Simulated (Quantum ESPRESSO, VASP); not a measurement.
Equation of state of Ca3Lu under PBE

```
Lu Ca
1.0
     5.36177    0.00000    0.00000
     0.00000    5.36177    0.00000
     0.00000    0.00000    5.36177
Lu Ca
1 3
Direct
  0.50000 0.50000 0.50000
  0.00000 0.00000 0.50000
  0.00000 0.50000 0.00000
  0.50000 0.00000 0.00000
```

The cell comes from a database or a generator and needn't be the stable form of this composition.

The cell was scaled at fixed shape and fractions and run with Quantum ESPRESSO, SSSP 1.3 efficiency PBE, cutoff 748 eV; PBE, k mesh 5 × 5 × 5 on the cell of 4 atoms, fermi-dirac occupations of 0.05 eV, no spin polarisation, no spin-orbit coupling. Energies are those that the program minimises, any entropy of the smearing included. For a metal such a mesh isn't converged to the digits shown.

| V (Å³/atom) | energy over the lowest row (meV/atom) |
| --- | --- |
| 36.2238 | 10.254 |
| 36.9945 | ? |
| 37.7652 | 1.021 |
| 38.5359 | 0.000 |
| 39.3066 | 1.142 |
| 40.0774 | 4.256 |
| 40.8481 | 9.198 |

Fit the third-order Birch-Murnaghan form, give V0, B0 and B′, and predict the energy left open.

With y = (V0/V)^(2/3), E = E0 + (9 V0 B0/16) [(y - 1)³ B′ + (y - 1)² (6 - 4y)]. Least squares through the rows shown give V0 = 38.5038 Å³/atom, E0 = 0.002 meV, B0 = 22.40 GPa (1 eV/Å³ = 160.218 GPa) and B′ = 3.10, with a largest miss of 0.004 meV. At V = 36.9945 the form with these constants gives 4.369 meV; the run gave 4.373 meV an atom. Other set-ups at this level, from all their volumes (Å³/atom, GPa): VASP, PBE PAW files Ca_sv, Lu, 520 eV: V0 38.607, B0 22.36.
